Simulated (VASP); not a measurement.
All values below come from r2SCAN meta-GGA, VASP's PBE PAW potentials (set 64) (plane waves; VASP).

Input for VASP

POSCAR:
```
GePd
1
    3.1339924267    -0.0000000000    -0.0000000000
   -0.0000000000     3.1339924267    -0.0000000000
   -0.0000000000    -0.0000000000     3.1339924267
Pd Ge
1 1
Direct
  0.0000000000   0.0000000000   0.0000000000
  0.5000000000   0.5000000000   0.5000000000
```

**KPOINTS**
```
Automatic mesh
0
Gamma
11 11 11
0 0 0
```

**INCAR**
```
SYSTEM = GePd
PREC = Accurate
ENCUT = 400
EDIFF = 1E-6
NELM = 100
ALGO = Normal
LREAL = .FALSE.
LASPH = .TRUE.
ISMEAR = 1
SIGMA = 0.1
METAGGA = R2SCAN
LMIXTAU = .TRUE.
LMAXMIX = 4
LWAVE = .FALSE.
LCHARG = .FALSE.
IBRION = 2
ISIF = 3
NSW = 60
EDIFFG = -0.01
```

POTCAR, in this order: Pd Ge_d (PBE.64 set). Program: vasp_std.

Output of the run:

### OSZICAR
```
       N       E                     dE             d eps       ncg     rms          rms(c)
DAV:   1     0.964843349653E+02    0.96484E+02   -0.10924E+04  2032   0.324E+03
DAV:   2    -0.307020779785E+02   -0.12719E+03   -0.12478E+03  1920   0.497E+02
DAV:   3    -0.413709664164E+02   -0.10669E+02   -0.10594E+02  2064   0.103E+02
DAV:   4    -0.415914581922E+02   -0.22049E+00   -0.22045E+00  2264   0.144E+01
DAV:   5    -0.415978288829E+02   -0.63707E-02   -0.63707E-02  2280   0.249E+00    0.837E+00
DAV:   6    -0.372225781135E+02    0.43753E+01   -0.62561E+00  1832   0.231E+01    0.528E+00
DAV:   7    -0.371371331072E+02    0.85445E-01   -0.68128E-01  1968   0.722E+00    0.271E+00
DAV:   8    -0.371415180122E+02   -0.43849E-02   -0.16265E-01  2024   0.275E+00    0.957E-01
DAV:   9    -0.371388134416E+02    0.27046E-02   -0.52832E-02  1952   0.225E+00    0.968E-02
DAV:  10    -0.371398509654E+02   -0.10375E-02   -0.47391E-03  1952   0.704E-01    0.713E-02
DAV:  11    -0.371397628600E+02    0.88105E-04   -0.16739E-03  1920   0.463E-01    0.447E-02
DAV:  12    -0.371406979679E+02   -0.93511E-03   -0.73796E-04  1920   0.303E-01    0.106E-02
DAV:  13    -0.371407760624E+02   -0.78094E-04   -0.71508E-05  2016   0.839E-02    0.592E-03
DAV:  14    -0.371407816983E+02   -0.56359E-05   -0.34502E-06  2120   0.178E-02    0.413E-03
DAV:  15    -0.371407811030E+02    0.59526E-06   -0.21993E-06  1464   0.132E-02
   1 F= -.37140781E+02 E0= -.37140864E+02  d E =-.371408E+02
```

**OUTCAR**
```
------------------------ aborting loop because EDIFF is reached ----------------------------------------
  FORCE on cell =-STRESS in cart. coord.  units (eV):
  Direction    XX          YY          ZZ          XY          YZ          ZX
  --------------------------------------------------------------------------------------
  Total        0.0074274      0.0074274      0.0074274      0.0000000     -0.0000000      0.0000000
  in kB        0.3865910      0.3865910      0.3865910      0.0000000     -0.0000000      0.0000000
  external PRESSURE =       0.3865910 kB  Pullay stress =       0.0000000 kB
  volume of cell :       30.78
      direct lattice vectors                 reciprocal lattice vectors
     3.133992427  0.000000000  0.000000000     0.319081818  0.000000000  0.000000000
     0.000000000  3.133992427  0.000000000     0.000000000  0.319081818  0.000000000
     0.000000000  0.000000000  3.133992427     0.000000000  0.000000000  0.319081818
 POSITION                                       TOTAL-FORCE (eV/Angst)
 -----------------------------------------------------------------------------------
      0.00000      0.00000      0.00000         0.000000      0.000000      0.000000
      1.56700      1.56700      1.56700         0.000000      0.000000      0.000000
 -----------------------------------------------------------------------------------
    total drift:                               -0.000000      0.000000      0.000000
  FREE ENERGIE OF THE ION-ELECTRON SYSTEM (eV)
  ---------------------------------------------------
  free  energy   TOTEN  =       -37.1407811030 eV

  energy  without entropy=      -37.1410282942  energy(sigma->0) =      -37.14086350

 reached required accuracy - stopping structural energy minimisation
```
(Selected blocks of OUTCAR.)

The structure was generated: GePd was put into the CsCl type (Pm-3m), which need not be its known phase. It was relaxed first. The start is the result of an earlier pass.
